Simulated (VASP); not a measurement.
The system is Ti2TeAs2.

```
CELL_PARAMETERS angstrom
3.11151 -3.25040 0.00000
3.11151 3.25040 0.00000
0.00000 0.00000 5.26672
ATOMIC_POSITIONS crystal
Ti 0.35416 0.64584 0.50000
Ti 0.64584 0.35416 0.50000
Te 0.00000 0.00000 0.00000
As 0.00000 0.00000 0.68580
As 0.00000 0.00000 0.31420
```

The cell was built by a generator and needn't be a form met in nature.

| Item | Value |
| --- | --- |
| Program | VASP 6.6.1 |
| Task | relaxation of cell and atoms |
| Functional | PBE |
| Potentials or basis | VASP PAW PBE potentials, release 64 (Ti_sv, Te, As) |
| Cutoff | 520 eV |
| k mesh | 3 × 3 × 3 |
| Occupations | gaussian, width 0.15 eV |
| Spin | no spin polarisation |

At the start: pressure 123.7 GPa; volume 21.31 Å³/atom.

Task: How do energy, volume and symmetry change on relaxing?

Result: Over 19 steps the energy falls by 7964.0 meV/atom and the volume is 25.10 Å³/atom (+17.8 %); space group Cmmm (No. 65, to 0.05 Å).

The path:
```tsv
step	energy change (eV)	largest force (eV/Å)	pressure (GPa)	volume (Å³)
1	0.0000	49.4152	123.73	106.53
2	2673.0321	235.2847	331.21	371.96
3	630.2534	25.9463	233.31	132.74
4	169.2131	7.1214	34.21	152.90
5	-22.7393	8.4444	-8.01	153.83
6	-37.5045	1.6719	-2.82	141.87
7	-38.0585	1.6027	1.62	141.84
8	-39.3145	1.0885	-3.34	143.49
9	-39.3199	1.1547	-3.54	143.49
10	-39.5849	1.1551	-0.92	133.03
11	-39.6254	1.1803	1.04	127.52
12	-39.7451	0.6654	0.01	127.24
13	-39.7668	0.8112	-0.88	126.81
14	-39.7971	0.2807	-0.64	127.03
15	-39.7994	0.3405	-0.78	126.97
16	-39.7997	0.3250	-0.76	126.99
17	-39.8085	0.4210	0.46	124.47
18	-39.8118	0.2729	0.14	125.33
19	-39.8201	0.0524	0.16	125.48
```

Final structure:
```cif
data_structure
_symmetry_space_group_name_H-M 'P 1'
_symmetry_Int_Tables_number 1
_cell_length_a 4.1533
_cell_length_b 4.1533
_cell_length_c 8.3112
_cell_angle_alpha 90.000
_cell_angle_beta 90.000
_cell_angle_gamma 118.929
_cell_volume 125.48
loop_
_atom_site_label
_atom_site_type_symbol
_atom_site_fract_x
_atom_site_fract_y
_atom_site_fract_z
_atom_site_occupancy
Ti1 Ti 0.32146 0.67854 0.50000 1
Ti2 Ti 0.67854 0.32146 0.50000 1
Te1 Te 0.00000 0.00000 0.00000 1
As1 As 0.00000 0.00000 0.32980 1
As2 As 0.00000 0.00000 0.67020 1
```

Caveat: the k mesh is coarse (spacing up to 0.47 Å⁻¹), so the values aren't converged; the volume moved by over 15 % at a fixed basis, so the end points are rough.
